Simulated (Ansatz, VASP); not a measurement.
# InAs in two plane-wave programs, part 2 of 2

Aim: how closely do two programs agree when they are given the same cell, functional and k mesh? The cell is taken from a series of runs on this material, whose earlier steps may have relaxed, scaled, displaced or heated it; both programs get it as it stands.

VASP 6.6.1 and Ansatz 0.2.0.

So far. Step 2 (VASP: single point, HSE06): The k-mesh is coarse for exact exchange; levels may shift by about 0.1 eV on a finer one.

### Step 3. Ansatz: single point, HSE06

Level of this step: Ansatz beside VASP: Kohn-Sham DFT, plane waves, HSE06 (Ansatz).

Ansatz runs on its PAW soft_1 files.

The same cell, functional, mesh and smearing now go to Ansatz.

File input.yaml:

```yaml
crystal:
  lattice:
    - [0.0, 2.9819429549, 2.9819429549]
    - [2.9819429549, 0.0, 2.9819429549]
    - [2.9819429549, 2.9819429549, 0.0]
  atoms:
    - { symbol: In, position: [0.0, 0.0, 0.0] }
    - { symbol: As, position: [0.75, 0.75, 0.75] }
kpoints:
  mp_grid: { grid: [5, 5, 5] }
scf:
  occupations: { method: fermi_dirac, width: 0.02 }
hamiltonian:
  xc: hse06
  pseudopotentials: { kind: paw, azcp: { folder: soft_1 } }
basis:
  ecutwfc: 600
output:
  forces: true
  stress: true
  write_density: true
  write_potential: true
  elf: true
  volumetric_format: npy
```

Started as:

```bash
$ ansatz run input.yaml --threads 8 --pin off --max-ram 18432MiB --backend cpu --events-out ev --progress --plain --runs-dir out
```

Numbers of over 12 decimals in the logs are rounded to 6 here.

The program printed:

```text
Warning: output.stress: scf.convergence.dr2_threshold = 1e-7 eV (the SCF's general default) is looser than the 2e-10 eV advised for a printed stress (1e-10 eV for each atom of the cell: 2). What an SCF threshold leaves in a stress goes as its square root, and in the free energy as the threshold itself, and one threshold admits the most on a small cell: [figures from the program's tests cut] Set scf.convergence.dr2_threshold to 2e-10 eV or tighter. The threshold is an SCF's pass mark: one that does not reach it within its budget of iterations ends unconverged, or closes short of it on a stop that the run arms, and scf.convergence.dr2_threshold's page says what that costs each kind of run
Warning: output.stress: scf.exx.energy_threshold = 1e-6 eV is looser than the 2e-8 eV advised for a stress under a hybrid functional (1e-8 eV for each atom of the cell: 2). Every SCF of the exchange loop can meet its threshold on dr2 while the loop round them stops early: no threshold on dr2 bounds what that leaves in the stress. Set scf.exx.energy_threshold to 2e-8 eV or tighter. The threshold is the loop's pass mark: a loop that does not reach it within its budget of cycles ends unconverged, and scf.exx.energy_threshold's page has the law
Engine: ansatz 0.2.0, aarch64-unknown-linux-gnu
Pseudopotentials: kind: paw
Pseudopotential: In, paw, valence charge 13, recommended cutoff 420 eV (normal), soft_1/In.paw.azcp
Pseudopotential: As, paw, valence charge 15, recommended cutoff 420 eV (normal), soft_1/As.paw.azcp
Functional definition: HSE06
  parameter a = 0.25
  parameter omega = 0.11/bohr
  exchange = pbe_x - a*pbe_x_sr(omega) + a*exact_x_sr(omega)
  correlation = pbe_c
Crystal: 2 atoms, lattice volume = 53.031 Å³
Basis set: ecut = 600 eV, 1807 PW (Γ), exchange–correlation on 72×72×72 points (8 copies of the dense FFT grid, shifted against one another)
Bands: 18, of which v1, the nominal top of the filled ones, is band 14 counted from 1 (13 counted from 0)
Symmetry: 24 space group operations
Space group: F-43m (ITA 216), of the structure as read, at distance tolerance 3.8e-5 Å
k-points: 10 of 125 (time reversal used)
Non-local potential: In, projectors of the file, l = 0: 2, l = 1: 2, l = 2: 2, l = 3: 1
Non-local potential: As, projectors of the file, l = 0: 2, l = 1: 2, l = 2: 3, l = 3: 1
PAW form: soft (Blöchl's): semilocal exchange-correlation on the pseudo side does not see the compensation charge
PAW frozen core: In, regenerated for the run's functional, and the local potential with it (the file was generated under x = pbe(κ = 0.804, μ = 0.219515), c = pbe(β = 0.066725))
PAW frozen core: As, regenerated for the run's functional, and the local potential with it (the file was generated under x = pbe(κ = 0.804, μ = 0.219515), c = pbe(β = 0.066725))
PAW one-centre angular grid: In, 590 points (default); XC on 64 Gauss nodes
PAW one-centre angular grid: As, 590 points (default); XC on 64 Gauss nodes
Initial density: superposition of atomic densities (chi_scale 0.1, normalization cell, long waves kept (reshape's long-wave potential 0.00 eV rms))
Initial wavefunctions: pseudopotential atomic-orbital guess
Functional: x = pbe(κ = 0.804, μ = 0.219515), c = pbe(β = 0.066725), warm-up for x = pbe(κ = 0.804, μ = 0.219515) + 0.25 (exact − pbe) at short range (hse, ω = 0.207870 Å⁻¹), c = pbe(β = 0.066725); HSE06 as pw.x's `hse` composes it (authors' and Libxc's form: `xc: wpbeh`)
SCF iter   1: F=—  HF=-10454.413180 eV  |F-HF|=—  |Δ(HF+E_count)|=         —  Δρ=3.21e-2  dr2=4.36e-1  ethr=1.00e-1  ⟨swp⟩=5.1  Hψ=503  notcnv=0
preconditioner: auto → none  [insulator: Δε(μ)=0.085 eV  Ē_g=15.010 eV  σ=0.020 eV  W_gap=0.77  n_scr=14 (ndim 8)  ℏωp=21.6 eV  f_vac=0.003  D(μ)=0.24/eV (n_scr^D=0)]
SCF iter   2: F=—  HF=-10454.382842 eV  |F-HF|=—  |Δ(HF+E_count)|=   3.03e-2  Δρ=1.38e-2  dr2=7.33e-2  ethr=1.56e-3  ⟨swp⟩=4.4  Hψ=469  notcnv=0  defer=6
iter 3 solved again at ethr=5.54e-6 eV; its pass at ethr=2.62e-4 eV (dr2=1.55e-3 eV) is discarded
SCF iter   3: F=—  HF=-10454.377262 eV  |F-HF|=—  |Δ(HF+E_count)|=   5.58e-3  Δρ=1.99e-3  dr2=1.22e-3  ethr=5.54e-6  ⟨swp⟩=5.1  Hψ=1015  notcnv=0
eigensolver tolerance schedule: the retry pair's looser diagonalisation over-reported the residual by 0.27 of it (diagonalisation noise at 0.28 of the residual, at the tolerance the schedule requests for it); recorded, not acted on — ethr = c·dr2/N_el stays at c = 1.0e-1
SCF iter   4: F=—  HF=-10454.377430 eV  |F-HF|=—  |Δ(HF+E_count)|=   1.68e-4  Δρ=4.41e-4  dr2=4.99e-5  ethr=4.36e-6  ⟨swp⟩=3.0  Hψ=451  notcnv=0
SCF iter   5: F=—  HF=-10454.377472 eV  |F-HF|=—  |Δ(HF+E_count)|=   4.14e-5  Δρ=1.53e-4  dr2=6.12e-6  ethr=1.78e-7  ⟨swp⟩=3.6  Hψ=467  notcnv=0
SCF iter   6: F=—  HF=-10454.377477 eV  |F-HF|=—  |Δ(HF+E_count)|=   5.34e-6  Δρ=1.57e-5  dr2=1.30e-7  ethr=2.19e-8  ⟨swp⟩=3.7  Hψ=457  notcnv=0
SCF iter   7: F=—  HF=-10454.377477 eV  |F-HF|=—  |Δ(HF+E_count)|=   1.08e-7  Δρ=9.92e-6  dr2=7.25e-8  ethr=4.63e-10  ⟨swp⟩=4.1  Hψ=479  notcnv=0
SCF iter   8: F=—  HF=-10454.377477 eV  |F-HF|=—  |Δ(HF+E_count)|=   3.02e-8  Δρ=2.59e-6  dr2=3.70e-9  ethr=2.59e-10  ⟨swp⟩=3.1  Hψ=436  notcnv=0
SCF iter   9: F=-10454.377477 eV  HF=-10454.377477 eV  |F-HF|=2.55e-11  |Δ(HF+E_count)|=   1.91e-9  Δρ=3.48e-7  dr2=7.06e-11  ethr=1.32e-11  ⟨swp⟩=4.0  Hψ=434  notcnv=0
SCF 1 converged in 9 iterations: F = -10454.377477 eV  dr2 = 7.06e-11
  greatest PAW one-centre occupation: 0.999 electrons in one spin orbital (limit 2), on the As atom at site 1 (counted from 0), in its partial waves of l = 2
Initial density: handed on by an earlier stage of this run
Initial wavefunctions: those handed on with the density
Functional: x = pbe(κ = 0.804, μ = 0.219515) + 0.25 (exact − pbe) at short range (hse, ω = 0.207870 Å⁻¹), c = pbe(β = 0.066725); HSE06 as pw.x's `hse` composes it (authors' and Libxc's form: `xc: wpbeh`)
Exchange kernel: α = 0.2500, screened, ω = 0.2079 Å⁻¹, Wigner–Seitz truncation, v(0) = 1045.3184 eV·Å³, q-mesh 5×5×5, nearest image of the exchange supercell L = 21.09 Å, pair-density grid 18×18×18, without the augmentation charges, whose exchange is taken in its separable form by FFT convolution over the k-point mesh (sized by the pseudopotential files, 30×30×30 at the most), smooth part of the exact exchange by density-matrix convolution
Frozen-core exchange: fock
iter 1 solved again at ethr=2.63e-5 eV; its pass at ethr=1.00e-1 eV (dr2=7.37e-3 eV) is discarded
SCF iter   1: F=—  HF=-10459.647096 eV  |F-HF|=—  |Δ(HF+E_count)|=         —  Δρ=5.57e-3  dr2=9.05e-3  ethr=2.63e-5  ⟨swp⟩=5.0  Hψ=1112  notcnv=0
preconditioner: auto → none  [insulator: Δε(μ)=0.685 eV  Ē_g=16.953 eV  σ=0.020 eV  W_gap=1.00  n_scr=14 (ndim 8)  ℏωp=21.6 eV  f_vac=0.088  D(μ)=0.00/eV (n_scr^D=0)]
SCF iter   2: F=—  HF=-10459.647027 eV  |F-HF|=—  |Δ(HF+E_count)|=   6.94e-5  Δρ=2.78e-3  dr2=1.81e-3  ethr=2.63e-5  ⟨swp⟩=4.2  Hψ=522  notcnv=0
SCF iter   3: F=—  HF=-10459.647180 eV  |F-HF|=—  |Δ(HF+E_count)|=   1.53e-4  Δρ=7.75e-4  dr2=1.66e-4  ethr=6.38e-6  ⟨swp⟩=3.5  Hψ=459  notcnv=0  defer=1
SCF iter   4: F=—  HF=-10459.647169 eV  |F-HF|=—  |Δ(HF+E_count)|=   1.13e-5  Δρ=2.78e-4  dr2=2.33e-5  ethr=5.89e-7  ⟨swp⟩=3.5  Hψ=480  notcnv=0
SCF iter   5: F=-10459.647154 eV  HF=-10459.647156 eV  |F-HF|=1.29e-6  |Δ(HF+E_count)|=   1.32e-5  Δρ=3.81e-5  dr2=7.65e-7  ethr=8.25e-8  ⟨swp⟩=3.0  Hψ=423  notcnv=0
SCF 2 stopped early in 5 iterations: F = -10459.647154 eV  dr2 = 7.65e-7
hybrid outer 1: dexx = +9.240e-3 eV, tail = 3.32e-5 eV
Exchange kernel: α = 0.2500, screened, ω = 0.2079 Å⁻¹, Wigner–Seitz truncation, v(0) = 1045.3184 eV·Å³, q-mesh 5×5×5, nearest image of the exchange supercell L = 21.09 Å, pair-density grid 18×18×18, without the augmentation charges, whose exchange is taken in its separable form by FFT convolution over the k-point mesh (sized by the pseudopotential files, 30×30×30 at the most), smooth part of the exact exchange by density-matrix convolution
Frozen-core exchange: fock
SCF iter   1: F=—  HF=-10459.647283 eV  |F-HF|=—  |Δ(HF+E_count)|=         —  Δρ=7.30e-5  dr2=1.45e-6  ethr=5.93e-7  ⟨swp⟩=4.3  Hψ=413  notcnv=0
preconditioner: auto → none  [insulator: Δε(μ)=0.796 eV  Ē_g=16.930 eV  σ=0.020 eV  W_gap=1.00  n_scr=14 (ndim 8)  ℏωp=21.6 eV  f_vac=0.089  D(μ)=0.00/eV (n_scr^D=0)]
SCF iter   2: F=—  HF=-10459.647284 eV  |F-HF|=—  |Δ(HF+E_count)|=   8.68e-7  Δρ=3.56e-5  dr2=3.82e-7  ethr=4.90e-9  ⟨swp⟩=4.0  Hψ=586  notcnv=0
SCF iter   3: F=—  HF=-10459.647284 eV  |F-HF|=—  |Δ(HF+E_count)|=   7.42e-8  Δρ=5.87e-6  dr2=3.86e-8  ethr=1.35e-9  ⟨swp⟩=3.2  Hψ=403  notcnv=0
SCF iter   4: F=-10459.647284 eV  HF=-10459.647284 eV  |F-HF|=2.30e-9  |Δ(HF+E_count)|=   1.03e-8  Δρ=2.36e-6  dr2=4.01e-9  ethr=1.16e-10  ⟨swp⟩=4.0  Hψ=398  notcnv=0  defer=3
SCF 3 converged in 4 iterations: F = -10459.647284 eV  dr2 = 4.01e-9
  Residual-converged pass: ⟨swp⟩=3.1  Hψ=460  notcnv=0  max |occ|·‖R‖ = 2.4e-6 eV (tolerance 2.4e-6 eV)  dr2=3.87e-9  dr2_onsite=1.45e-9  max |Δocc| = 3.1e-17
hybrid outer 2: dexx = +5.500e-7 eV, tail = 2.07e-8 eV, Δε = 5.13e-3 eV (about 1.84e-4 eV left of the loop's levels)
hybrid SCF converged: 2 outer / 9 inner (+9 warm-up), last move |dexx| = 5.50e-7 eV, tail = 2.07e-8 eV
Stability not checked: this state was not tested for a lower state beside it, because the functional holds exact exchange (a hybrid, or Hartree-Fock), whose exchange loop this test does not read (fock_operator; see scf.lower_state_search)
Free energy (F): -10459.647284 eV
Frozen-core exchange: fock
Harris-Foulkes:  -10459.647284 eV  (|F-HF|=2.30e-9)
Internal energy: -10459.647284 eV  (E = F + TS)
E sigma→0 (E₀):  -10459.647284 eV
Fermi energy:    8.257383 eV
--- Per-component energies (eV) ---
  E_band       = -369.520865
  E_kinetic    = 318.105678
  E_local      = -3421.191707  (includes V_loc(G=0)·N_el)
  E_nonlocal   = -68.669170
  E_hartree    = 1712.727949
  E_xc         = -171.693457
  E_vxc        = -131.524822  (∫ρ·V_xc dr)
  E_exx        = -93.772507  (= α·E_x^exact, valence–valence)
  E_paw        = -6176.539963  (= ΣΔE_a)
  E_vpaw       = -304.148351  (= ΣTr[D̂ρ^β])
  E_aug_tail   = -0.000052  (compensation charges beyond the density's cutoff)
  E_ewald      = -2558.365052
  E_core_change = -0.249009  (= ΣΔE_core)
  E_smearing   = -0.000000  (= −TS)
  E_closure    = 0.000006  (closes the sum)
  Σ components = -10459.647284   (vs F -10459.647284, Δ=0.00e0)
--- Forces (eV/Å), atoms counted from 1 ---
  atom   1  In    -0.00000000    -0.00000000    -0.00000000
  atom   2  As     0.00000000    -0.00000000    -0.00000000
  max |Σ_I F_I| component: 2.17e-16 eV/Å
--- Stress (GPa, compression-positive) ---
        4.966700       0.000000      -0.000000
        0.000000       4.966700       0.000000
       -0.000000       0.000000       4.966700
  P = ⅓ Tr σ = 4.9667 GPa (49.667 kbar)
--- Band table (eV; the first three rows and the last of 10) ---
  k-point 0: bands = [... 10 lower, -5.4620, 7.8480, 7.8480, 7.8480, 8.6448, 12.5386]
  k-point 1: bands = [... 10 lower, -4.9953, 4.6925, 7.3708, 7.3708, 9.9856, 13.1763]
  k-point 2: bands = [... 10 lower, -3.9582, 1.8397, 6.7923, 6.7923, 9.6801, 13.3708]
  k-point 9: bands = [... 10 lower, -3.2296, 1.7232, 4.3660, 5.2652, 12.3390, 12.6392]
  guard bands above this table: 2 of the run's 18 bands. The solve was not asked for them (output.publish_guard_bands: true or output.eigenvalues: true publishes all)
```

The run ends at a pressure of 4.97 GPa.

### Step 4. Side by side

Known differences besides the potentials themselves: exact exchange at q = 0 is treated differently, which shows on coarse meshes; VASP keeps PBE cores, Ansatz makes them for the functional; the data sets hold 28 valence electrons in Ansatz (on its PAW soft_1 files) and 18 in VASP; the cutoff is 600 eV in Ansatz and 400 eV in VASP; VASP takes a coarser grid for exact exchange (PRECFOCK = Fast). Total energies have different zeros and are not compared.

The two programs side by side:

| quantity | Ansatz | VASP | difference |
| --- | --- | --- | --- |
| pressure (GPa) | 4.97 | 4.71 | +0.25 |
| gap on the k mesh (eV) | 0.797 | 0.799 | -0.002 |

A gap on the mesh is an upper bound, since the band edges may lie between its points.

### Step 5. Results

```
difference in gap on the k mesh (single point, HSE06) : -0.0025 eV
```

**Reading.** The difference in gap on the k mesh is -0.0025 eV (single point, HSE06), within the 0.08 eV picked in this series as the mark of a large difference. The data sets hold unlike numbers of valence electrons (28 in Ansatz and 18 in VASP), so part of the differences comes from the potentials. How closely two codes agree says nothing of how well the functional describes the real material.

[Lines on the potential files, build, host, timing and source positions are cut from VASP's logs without a mark.]

[Logs are printed without paths, hosts, clocks, repeated set-up lines and the standing remarks that a program may print on its own settings, such as how far it seeks lower states.]

[Hosts, paths, dates, database ids (printed as entryN), source tags and the programs' standing remarks are cut or masked in the printed files.]
